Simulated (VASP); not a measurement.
A convergence study with VASP on SnTe (rock salt): one setting is varied, all else stays as given below, so the limit is that of these other settings.

```xyz
2
Lattice="0.0000 3.1600 3.1600 3.1600 0.0000 3.1600 3.1600 3.1600 0.0000" Properties=species:S:1:pos:R:3 pbc="T T T"
Sn     0.0000     0.0000     0.0000
Te     3.1600     3.1600     3.1600
```

All values below come from PBE GGA, VASP's PBE PAW potentials (set 64) (plane waves; VASP). The tightest run used: 550 eV cut-off, 16×16×16 Γ-centred mesh, tetrahedra with Blöchl corrections, potentials Sn_d Te.

Unless said otherwise, spin-orbit coupling is left out, though it shifts the bands of the heavy elements here. Gaps are read on the run's mesh, which can miss a band edge.

| setting | E (eV/atom) | pressure (GPa) | gap on the mesh (eV) | irreducible k-points |
|---|---|---|---|---|
| 3×3×3 mesh | -3.8199 | 1.81 | 1.570 | 4 |
| 4×4×4 mesh | -3.7734 | 1.09 | 0.069 | 8 |
| 5×5×5 mesh | -3.7772 | 1.79 | 0.919 | 10 |

These are the cheaper rows. Estimate the results at 16×16×16 mesh, and how far the last row shown lies from them.

```tsv
quantity	tightest run	last row shown is off by
E (eV/atom)	-3.7751	-0.0021
pressure (GPa)	1.85	-0.06
gap on the mesh (eV)	0.070	0.850
```

Left out are rungs that failed or repeat a setting and relaxations that didn't move; long series are thinned to 24 rows.

The compound is SnTe in the rock salt structure, which distorts at low temperature. The cell was not relaxed at this level.
